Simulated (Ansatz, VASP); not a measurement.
# BiTe: VASP beside Ansatz, part 2 of 3

One calculation is typed for both programs; each brings its own data sets. How far apart do they land? The cell is taken from a series of runs on this material, whose earlier steps may have relaxed, scaled, displaced or heated it; both programs get it as it stands.

VASP 6.6.1 and Ansatz 0.2.0.

So far: Starting point; Ansatz: zone-centre phonons, PBEsol.

## (3) VASP: zone-centre phonons, PBEsol

Level of this step: PBEsol; plane waves and PAW (Bi_d, Te) (VASP).

The same cell, functional, mesh and smearing now go to VASP, with its own data sets.

Lines of VASP's logs that name or quote its potential files are left out, and so is its time.

Contents of INCAR:

```
SYSTEM = BiTe
PREC = Accurate
ENCUT = 500
EDIFF = 1E-08
NELM = 120
ISMEAR = 1
SIGMA = 0.2
LREAL = .FALSE.
ALGO = Normal
GGA = PS
NBANDS = 27
LORBIT = 11
LWAVE = .FALSE.
LCHARG = .FALSE.
ISIF = 2
IBRION = 8
LASPH = .TRUE.
GGA_COMPAT = .FALSE.
KPAR = 2
```

Contents of POSCAR:

```
BiTe
1.0
    4.9839550941      0.0000000000      0.0000000000
    0.0000000000      6.3864795961      0.0000000000
    0.0000000000      0.0000000000      4.0262921132
Bi Te
2 2
Direct
    0.5000000000      0.5000000000      0.2500018450
    0.0000000000      0.0000000000      0.7499981550
    0.5000000000      0.0000000000      0.2499994880
    0.0000000000      0.5000000000      0.7500005120
```

Contents of KPOINTS:

```
Automatic mesh
0
Gamma
10 8 10
0 0 0
```

PAW data sets: Bi_d and Te (PBE family, release 64).

Run with:

```sh
mpirun -np 2 vasp_std
```

Output:

```text
[banner, memory and clock lines left out]
running    2 mpi-ranks, on    1 nodes
 distrk:  each k-point on    1 cores,    2 groups
 distr:  one band on    1 cores,    1 groups

 POSCAR found type information on POSCAR BiTe
 POSCAR found :  2 types and       4 ions
|                                                                             |
|               ----> ADVICE to this user running VASP <----                  |
|                                                                             |
|     You enforced a specific xc type in the INCAR file but a different       |
|     [... a line on the potential file left out ...]
|     I HOPE YOU KNOW WHAT YOU ARE DOING!                                     |
|                                                                             |

 LDA part: xc-table for (Slater+PW92), standard interpolation
 POSCAR, INCAR and KPOINTS ok, starting setup
 FFT: planning ... GRIDC
 FFT: planning ... GRID_SOFT
 FFT: planning ... GRID
 WAVECAR not read
 entering main loop
       N       E                     dE             d eps       ncg     rms          rms(c)
DAV:   1     0.390050086943E+03    0.39005E+03   -0.19835E+04  9720   0.156E+03
DAV:   2     0.243857680193E+02   -0.36566E+03   -0.35856E+03 10089   0.406E+02
DAV:   3    -0.144213061708E+02   -0.38807E+02   -0.37976E+02 12151   0.145E+02
DAV:   4    -0.160104274134E+02   -0.15891E+01   -0.15771E+01 11240   0.303E+01
DAV:   5    -0.160827590939E+02   -0.72332E-01   -0.72305E-01 13586   0.649E+00    0.910E+00
DAV:   6    -0.160086500276E+02    0.74109E-01   -0.22048E-01 12006   0.281E+00    0.596E+00
DAV:   7    -0.160126817310E+02   -0.40317E-02   -0.10535E-01 12063   0.173E+00    0.498E-01
DAV:   8    -0.160085920399E+02    0.40897E-02   -0.25036E-02 11439   0.104E+00    0.322E-01
DAV:   9    -0.160088783395E+02   -0.28630E-03   -0.26678E-03 11246   0.332E-01    0.227E-01
DAV:  10    -0.160088589339E+02    0.19406E-04   -0.11658E-04 12725   0.859E-02    0.109E-01
DAV:  11    -0.160088565762E+02    0.23578E-05   -0.92007E-06 12406   0.230E-02    0.754E-02
DAV:  12    -0.160088526947E+02    0.38815E-05   -0.14506E-05 12124   0.264E-02    0.140E-02
DAV:  13    -0.160088515078E+02    0.11869E-05   -0.24519E-06 10556   0.688E-03    0.213E-02
DAV:  14    -0.160088515813E+02   -0.73513E-07   -0.35131E-07 10103   0.321E-03    0.123E-02
DAV:  15    -0.160088517239E+02   -0.14268E-06   -0.17851E-07 13436   0.290E-03    0.623E-04
DAV:  16    -0.160088517129E+02    0.11079E-07   -0.32219E-08  7613   0.961E-04    0.154E-03
DAV:  17    -0.160088517164E+02   -0.34897E-08   -0.35561E-09  5607   0.543E-04
   1 F= -.16008852E+02 E0= -.16009861E+02  d E =0.302829E-02
 Linear response reoptimize wavefunctions to high precision
DAV:   1    -0.160088517013E+02    0.15101E-07   -0.13532E-09  5599   0.294E-04
DAV:   2    -0.160088517013E+02   -0.47294E-10   -0.25755E-10  5547   0.144E-04
 Linear response DOF=           6
 Linear response progress:
  Degree of freedom:   1/  6
       N       E                     dE             d eps       ncg     rms          rms(c)
RMM:   1    -0.337823323078E+00   -0.33782E+00    0.17673E-01 13158   0.752E+00
RMM:   2    -0.343703216541E+00   -0.58799E-02   -0.17953E-02 15823   0.830E-01    0.726E-02
RMM:   3    -0.343624543932E+00    0.78673E-04   -0.13665E-03 17883   0.246E-01    0.575E-02
RMM:   4    -0.343358229920E+00    0.26631E-03   -0.12683E-04 17614   0.754E-02    0.493E-03
RMM:   5    -0.343403896183E+00   -0.45666E-04   -0.26178E-05 18192   0.269E-02    0.223E-03
RMM:   6    -0.343423750746E+00   -0.19855E-04   -0.87263E-06 17709   0.115E-02    0.813E-04
RMM:   7    -0.343426765319E+00   -0.30146E-05   -0.40127E-06 18515   0.518E-03    0.366E-04
RMM:   8    -0.343425910372E+00    0.85495E-06   -0.18555E-06 17365   0.249E-03    0.146E-04
RMM:   9    -0.343426360375E+00   -0.45000E-06   -0.88513E-07 18830   0.106E-03    0.105E-04
RMM:  10    -0.343425721420E+00    0.63895E-06   -0.26365E-07 18016   0.458E-04    0.214E-05
RMM:  11    -0.343425811411E+00   -0.89991E-07   -0.19603E-07 18540   0.249E-04    0.359E-05
RMM:  12    -0.343425672298E+00    0.13911E-06   -0.10825E-07 18158   0.143E-04    0.491E-06
RMM:  13    -0.343425644496E+00    0.27802E-07    0.16319E-08 19027   0.896E-05    0.414E-06
RMM:  14    -0.343425632779E+00    0.11717E-07    0.12607E-08 17657   0.622E-05    0.676E-06
RMM:  15    -0.343425613251E+00    0.19528E-07    0.14415E-08 16199   0.477E-05    0.266E-06
RMM:  16    -0.343425614101E+00   -0.84961E-09    0.13142E-08 14172   0.395E-05    0.183E-06
 first order change of Fermi-energy  -0.11589E-04
 force on displaced ion       1 direction 1 :  -2.471   0.000   0.000
 Linear response progress:
  Degree of freedom:   2/  6
       N       E                     dE             d eps       ncg     rms          rms(c)
RMM:   1    -0.345387849304E+00   -0.34539E+00    0.19424E-01 13098   0.764E+00
RMM:   2    -0.350910045375E+00   -0.55222E-02   -0.19444E-02 15664   0.851E-01    0.678E-02
RMM:   3    -0.350791290907E+00    0.11875E-03   -0.15207E-03 17824   0.250E-01    0.561E-02
RMM:   4    -0.350560124014E+00    0.23117E-03   -0.14207E-04 17784   0.737E-02    0.113E-02
RMM:   5    -0.350556276729E+00    0.38473E-05   -0.27493E-05 17967   0.262E-02    0.368E-03
RMM:   6    -0.350573275292E+00   -0.16999E-04   -0.11727E-05 17843   0.111E-02    0.645E-04
RMM:   7    -0.350582629960E+00   -0.93547E-05   -0.26527E-06 18219   0.525E-03    0.287E-04
RMM:   8    -0.350582595782E+00    0.34178E-07   -0.25747E-06 17599   0.253E-03    0.699E-05
RMM:   9    -0.350582272463E+00    0.32332E-06   -0.77336E-07 18116   0.110E-03    0.740E-05
RMM:  10    -0.350582443565E+00   -0.17110E-06   -0.49913E-07 18945   0.548E-04    0.155E-05
RMM:  11    -0.350582206181E+00    0.23738E-06   -0.15040E-07 18147   0.275E-04    0.306E-05
RMM:  12    -0.350582203034E+00    0.31471E-08   -0.45395E-08 19153   0.150E-04    0.350E-05
 first order change of Fermi-energy  -0.17163E-03
 force on displaced ion       1 direction 2 :   0.000  -3.032   0.000
 Linear response progress:
  Degree of freedom:   3/  6
       N       E                     dE             d eps       ncg     rms          rms(c)
RMM:   1    -0.326848651583E+00   -0.32685E+00    0.20807E-01 12874   0.783E+00
RMM:   2    -0.333943965809E+00   -0.70953E-02   -0.18361E-02 15826   0.870E-01    0.546E-02
RMM:   3    -0.333901886948E+00    0.42079E-04   -0.14944E-03 17953   0.251E-01    0.348E-02
RMM:   4    -0.333626368565E+00    0.27552E-03   -0.10947E-04 17610   0.745E-02    0.472E-03
RMM:   5    -0.333652257831E+00   -0.25889E-04   -0.17612E-05 18363   0.262E-02    0.255E-03
RMM:   6    -0.333677272181E+00   -0.25014E-04   -0.34549E-06 17644   0.109E-02    0.699E-04
RMM:   7    -0.333682398810E+00   -0.51266E-05   -0.92121E-07 18457   0.475E-03    0.397E-04
RMM:   8    -0.333684918770E+00   -0.25200E-05   -0.29999E-07 18048   0.221E-03    0.841E-05
RMM:   9    -0.333683581936E+00    0.13368E-05   -0.18737E-07 18364   0.876E-04    0.725E-05
RMM:  10    -0.333683416896E+00    0.16504E-06   -0.71632E-08 18908   0.394E-04    0.195E-05
RMM:  11    -0.333683707857E+00   -0.29096E-06   -0.47921E-08 18555   0.208E-04    0.285E-05
RMM:  12    -0.333683704149E+00    0.37080E-08   -0.36482E-08 19333   0.122E-04    0.336E-05
 first order change of Fermi-energy   0.74108E-04
 force on displaced ion       1 direction 3 :   0.000   0.000  -1.576
 Linear response progress:
  Degree of freedom:   4/  6
       N       E                     dE             d eps       ncg     rms          rms(c)
RMM:   1    -0.529213861104E-01   -0.52921E-01    0.55519E-02 19092   0.783E-01
RMM:   2    -0.509294493789E-01    0.19919E-02   -0.34380E-03 17709   0.223E-01    0.766E-02
RMM:   3    -0.510062436474E-01   -0.76794E-04   -0.29658E-04 18022   0.712E-02    0.495E-02
RMM:   4    -0.510861788688E-01   -0.79935E-04   -0.55356E-05 17960   0.343E-02    0.467E-03
RMM:   5    -0.510765009469E-01    0.96779E-05   -0.75601E-06 18513   0.102E-02    0.352E-03
RMM:   6    -0.510688405595E-01    0.76604E-05   -0.18712E-06 18015   0.351E-03    0.621E-04
RMM:   7    -0.510688222987E-01    0.18261E-07   -0.74347E-07 18837   0.102E-03    0.981E-05
RMM:   8    -0.510688834873E-01   -0.61189E-07   -0.10228E-07 19055   0.377E-04    0.743E-05
RMM:   9    -0.510687382532E-01    0.14523E-06    0.33504E-07 19610   0.144E-04    0.385E-05
RMM:  10    -0.510688723720E-01   -0.13412E-06    0.16749E-08 19198   0.515E-05    0.932E-06
RMM:  11    -0.510688657488E-01    0.66232E-08   -0.34598E-08 18663   0.235E-05    0.198E-06
 first order change of Fermi-energy   0.50922E-04
 force on displaced ion       3 direction 1 :  -2.049   0.000   0.000
 Linear response progress:
  Degree of freedom:   5/  6
       N       E                     dE             d eps       ncg     rms          rms(c)
RMM:   1    -0.572236757291E-01   -0.57224E-01    0.59017E-02 18752   0.735E-01
RMM:   2    -0.556675133310E-01    0.15562E-02   -0.32868E-03 17496   0.201E-01    0.587E-02
RMM:   3    -0.557065998219E-01   -0.39086E-04   -0.30641E-04 18053   0.685E-02    0.468E-02
RMM:   4    -0.557483873996E-01   -0.41788E-04   -0.52711E-05 17965   0.315E-02    0.474E-03
RMM:   5    -0.557461206724E-01    0.22667E-05   -0.90293E-06 19057   0.950E-03    0.367E-03
RMM:   6    -0.557350015750E-01    0.11119E-04   -0.28808E-06 17797   0.335E-03    0.114E-03
RMM:   7    -0.557378754301E-01   -0.28739E-05   -0.88537E-07 18610   0.106E-03    0.441E-04
RMM:   8    -0.557373297359E-01    0.54569E-06   -0.21044E-07 19273   0.379E-04    0.133E-04
RMM:   9    -0.557374635689E-01   -0.13383E-06   -0.93830E-08 19151   0.157E-04    0.601E-05
RMM:  10    -0.557375160771E-01   -0.52508E-07   -0.12223E-07 19471   0.492E-05    0.115E-05
RMM:  11    -0.557375031053E-01    0.12972E-07   -0.36197E-08 19254   0.223E-05    0.615E-06
RMM:  12    -0.557375068128E-01   -0.37075E-08    0.25959E-09 15967   0.137E-05    0.173E-06
 first order change of Fermi-energy   0.26696E-03
 force on displaced ion       3 direction 2 :   0.000  -2.253   0.000
 Linear response progress:
  Degree of freedom:   6/  6
       N       E                     dE             d eps       ncg     rms          rms(c)
RMM:   1    -0.466315128547E-01   -0.46632E-01    0.41248E-02 18763   0.720E-01
RMM:   2    -0.455344518016E-01    0.10971E-02   -0.26350E-03 17678   0.205E-01    0.459E-02
RMM:   3    -0.455807315277E-01   -0.46280E-04   -0.22092E-04 18051   0.681E-02    0.338E-02
RMM:   4    -0.456354717588E-01   -0.54740E-04   -0.42732E-05 18041   0.315E-02    0.711E-03
RMM:   5    -0.456461180015E-01   -0.10646E-04   -0.30402E-06 18906   0.852E-03    0.418E-03
RMM:   6    -0.456510868323E-01   -0.49688E-05   -0.47922E-07 17634   0.321E-03    0.638E-04
RMM:   7    -0.456487811010E-01    0.23057E-05   -0.34347E-08 18246   0.902E-04    0.333E-04
RMM:   8    -0.456477742126E-01    0.10069E-05   -0.88528E-08 18636   0.424E-04    0.121E-04
RMM:   9    -0.456479038759E-01   -0.12966E-06   -0.38080E-07 19762   0.143E-04    0.663E-05
RMM:  10    -0.456478471454E-01    0.56730E-07   -0.21790E-07 19294   0.477E-05    0.954E-06
RMM:  11    -0.456478574742E-01   -0.10329E-07    0.23652E-08 18294   0.225E-05    0.151E-06
RMM:  12    -0.456478594028E-01   -0.19286E-08    0.17037E-08 14719   0.153E-05    0.110E-06
 first order change of Fermi-energy   0.38794E-04
 force on displaced ion       3 direction 3 :   0.000   0.000  -1.537
 Linear response finished
```

(Continued in part 3 of 3.)

[Lines on the potential files, build, host, timing and source positions are cut from VASP's logs without a mark.]

[Logs are printed without paths, hosts, clocks, repeated set-up lines and the standing remarks that a program may print on its own settings, such as how far it seeks lower states.]

[Hosts, paths, dates, database ids (printed as entryN), source tags and the programs' standing remarks are cut or masked in the printed files.]
